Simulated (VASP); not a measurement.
Given:

```xyz
2
Lattice="0.0000 2.1809 2.1809 2.1809 0.0000 2.1809 2.1809 2.1809 0.0000" Properties=species:S:1:pos:R:3 pbc="T T T"
Ti     0.0000     0.0000     0.0000
C      2.1809     2.1809     2.1809
```

The numbers are results of rev-vdW-DF2, VASP's PBE PAW potentials (set 64) (plane waves; VASP 6.6.1), not measurements. Run with 520 eV cut-off, 14×14×14 Γ-centred mesh, first-order Methfessel-Paxton smearing of 0.10 eV, potentials Ti_sv C.

Question: Estimate the energy per atom (σ→0), pressure, band gap (on the k-mesh) with the smallest direct gap where there is one.

Answer: 
band gap (on the k-mesh): none (metal, semimetal or under 0.01 eV)
energy per atom (σ→0): -7.719 eV/atom
pressure: -7.15 GPa

Total energies compare only between runs with the same potentials, cut-off and functional.

The compound is TiC in the rock salt structure. This cell is one point of a volume scan, at 1.03 of the reference volume.
